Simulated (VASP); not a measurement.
Data:

```yaml
crystal:
  lattice:
    - [3.44380, 0.00000, 0.00000]
    - [-1.72190, 2.98241, 0.00000]
    - [0.00000, 0.00000, 16.91385]
  atoms:
    - { symbol: Be, position: [0.00000, 0.00000, 0.99991] }
    - { symbol: Be, position: [0.00000, 0.00000, 0.49991] }
    - { symbol: Be, position: [0.66667, 0.33333, 0.83289] }
    - { symbol: Be, position: [0.33333, 0.66667, 0.33289] }
    - { symbol: Be, position: [0.66667, 0.33333, 0.16649] }
    - { symbol: Be, position: [0.33333, 0.66667, 0.66649] }
    - { symbol: S, position: [0.00000, 0.00000, 0.87457] }
    - { symbol: S, position: [0.00000, 0.00000, 0.37457] }
    - { symbol: S, position: [0.66667, 0.33333, 0.70810] }
    - { symbol: S, position: [0.33333, 0.66667, 0.20810] }
    - { symbol: S, position: [0.66667, 0.33333, 0.04174] }
    - { symbol: S, position: [0.33333, 0.66667, 0.54174] }
```

The numbers are results of r2SCAN meta-GGA, VASP's PBE PAW potentials (set 64) (plane waves; VASP 6.6.1), not measurements. Run with 400 eV cut-off, 8×8×2 Γ-centred mesh, tetrahedra with Blöchl corrections, potentials Be S.

The cores are frozen, which limits the accuracy of field gradients.

Question: Give the principal components of the electric field gradient (V/Å²) and the asymmetry η at each nucleus.

Answer: 
```
atom   Vxx   Vyy  Vzz     η
----  ----  ----  ---  ----
Be1    0.0   0.0  0.1     -
Be2    0.0   0.0  0.1     -
Be3    0.0   0.0  0.1     -
Be4    0.0   0.0  0.1     -
Be5    0.0   0.0  0.0     -
Be6    0.0   0.0  0.0     -
S7    -1.8  -1.8  3.7  0.00
S8    -1.8  -1.8  3.7  0.00
S9    -0.3  -0.3  0.6  0.00
S10   -0.3  -0.3  0.6  0.00
S11    0.0   0.0  0.0     -
S12    0.0   0.0  0.0     -
```

The structure was generated: BeS was put into the 6H type (P6_3mc), which need not be its known phase. It was relaxed first.
